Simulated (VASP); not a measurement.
Energy against volume of Mo (bcc). Level of theory: r2SCAN meta-GGA, VASP's PBE PAW potentials (set 64) (plane waves; VASP).

| V (Å³/atom) | E (eV/atom) |
|---|---|
| 14.771 | -26.03298 |
| 15.243 | -26.07243 |
| 15.714 | -26.08366 |
| 16.186 | -26.07073 |
| 16.657 | -26.03734 |

Task: Fit a third-order Birch-Murnaghan equation of state.

Result: 
The volume per atom is 15.69 Å^3/atom. The bulk modulus is 274 GPa. The pressure derivative of the bulk modulus is 4.33. The lattice constant a is 3.154 Å.

Measured: bulk modulus 265 GPa at 0 K (computed value off by +3.7 %), as given by Vázquez-Parga, Fernández-Martínez, Viñes, J. Chem. Theory Comput. (2023), doi:10.1021/acs.jctc.3c00612, Supporting … [zero-point energy and finite temperature contributions removed]; a 3.141 Å at 0 K (computed value off by +0.4 %), as given by Daniel Mejia-Rodriguez et al., Physical Review B (2018), arXiv:1807.09216 [static lattice: zero-point anharmonic expansion removed].

The compound is Mo in the bcc structure. It was relaxed first.
